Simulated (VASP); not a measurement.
Given:

```xyz
2
Lattice="4.6706 0.0000 0.0000 0.0000 4.6706 0.0000 0.0000 0.0000 4.6706" Properties=species:S:1:pos:R:3 pbc="T T T"
Cs     0.0000     0.0000     0.0000
I      2.3353     2.3353     2.3353
```

Computed with PBE GGA with D3 dispersion (zero damping), VASP's PBE PAW potentials (set 64) (plane waves; VASP 6.6.1). Settings: 520 eV cut-off, 5×5×5 Γ-centred mesh, Gaussian smearing of 0.050 eV, potentials Cs_sv I.

Question: Estimate the energy per atom (σ→0).

Answer: 
The energy per atom (σ→0) comes out as -2967 meV/atom.

The absolute energy has meaning only against runs of the same code, potentials and settings.

The compound is CsI in the CsCl type structure. It was relaxed first, which changed the volume by +7 %. The start is the result of an earlier pass.
